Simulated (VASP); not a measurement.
```
CELL_PARAMETERS angstrom
      4.67092     0.00000     0.00000
      0.00000     4.67092     0.00000
      0.00000     0.00000     4.67092
ATOMIC_POSITIONS crystal
  Cs 0.00000 0.00000 0.00000
  I  0.50000 0.50000 0.50000
```

All values below come from PBE GGA, VASP's PBE PAW potentials (set 64) (plane waves; VASP). Settings: 520 eV cut-off, 6×6×6 Γ-centred mesh, Gaussian smearing of 0.050 eV, potentials Cs_sv I.

Q: The job: CsI (CsCl type), 2 atoms, PBE, static run, 520 eV, 6×6×6 Γ-centred mesh. Roughly how much core time does it take on a busy server core?

A: About 20 core-seconds (one run on a shared machine, a rough figure). It had 20 irreducible k-points, 12 bands, up to 2800 plane waves and 13 electronic steps.

The compound is CsI in the CsCl type structure. It was relaxed first, which changed the volume by +7 %.
